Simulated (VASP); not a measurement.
A convergence study with VASP on NaI (rock salt): one setting is varied, all else stays as given below, so the limit is that of these other settings.

```
NaI
1.0
    0.00000     3.23500     3.23500
    3.23500     0.00000     3.23500
    3.23500     3.23500     0.00000
Na I
1 1
Direct
  0.00000   0.00000   0.00000
  0.50000   0.50000   0.50000
```

Calculation: PBE GGA, VASP's PBE PAW potentials (set 64) (plane waves; VASP). The tightest run used: 550 eV cut-off, 16×16×16 Γ-centred mesh, Gaussian smearing of 0.050 eV, potentials Na_pv I.

The reference is 16×16×16 mesh, which took about 2 core-minutes. Times come from single runs on busy shared machines, so they are rough: good to a factor of about 2.

### Question
Of the settings 1×1×1 mesh; 2×2×2 mesh; 3×3×3 mesh; 4×4×4 mesh; 5×5×5 mesh; 6×6×6 mesh; 7×7×7 mesh; 8×8×8 mesh; 9×9×9 mesh; 10×10×10 mesh; 11×11×11 mesh; 12×12×12 mesh; 13×13×13 mesh; 14×14×14 mesh; 15×15×15 mesh; 16×16×16 mesh, which is the lowest that keeps the difference from the reference in E (eV/atom) within 0.002 from there on, and what does it cost?

### Answer
5×5×5 mesh; its cost over the reference is about 1/8.
```
setting        difference in E (eV/atom)  cost over the reference
-------------  -------------------------  -----------------------
1×1×1 mesh                        2.7007               about 1/10
2×2×2 mesh                        0.2100               about 1/10
3×3×3 mesh                        0.0217                about 1/9
4×4×4 mesh                        0.0029                about 1/5
5×5×5 mesh                        0.0004                about 1/8
6×6×6 mesh                        0.0001                about 1/5
7×7×7 mesh                        0.0000                about 1/3
8×8×8 mesh                        0.0000                about 1/2
9×9×9 mesh                        0.0000                about 1/4
10×10×10 mesh                     0.0000                about 1/3
11×11×11 mesh                     0.0000                about 1/2
12×12×12 mesh                     0.0000                about 1/2
13×13×13 mesh                     0.0000     within a factor of 2
14×14×14 mesh                     0.0000     within a factor of 2
15×15×15 mesh                     0.0000     within a factor of 2
16×16×16 mesh                     0.0000                reference
```

Left out are rungs that failed or repeat a setting and relaxations that didn't move; long series are thinned to 24 rows.

The compound is NaI in the rock salt structure. The cell was not relaxed at this level.
